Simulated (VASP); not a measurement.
Data:

```xyz
2
Lattice="0.0000 2.8201 2.8201 2.8201 0.0000 2.8201 2.8201 2.8201 0.0000" Properties=species:S:1:pos:R:3 pbc="T T T"
Ge     2.8201     2.8201     2.8201
Ge     4.2302     4.2302     4.2302
```

These are PBE GGA, VASP's PBE PAW potentials (set 64) (plane waves; VASP 6.6.1) values and carry that method's errors. Run with 300 eV cut-off, 8×8×8 Γ-centred mesh, Fermi-Dirac smearing of 0.10 eV, potentials Ge_d.

At this cut-off the stress carries a Pulay error, which pulls relaxed volumes low.

Q: What does the run give for the energy per atom (σ→0), pressure?

A: 
- energy per atom (σ→0): -4.492 eV/atom
- pressure: 28.5 kbar

Only differences to runs with the same potentials and settings are physical.

The structure comes from a computed database's Ge entry; how it stands against other phases isn't given here. The cell was not relaxed at this level.
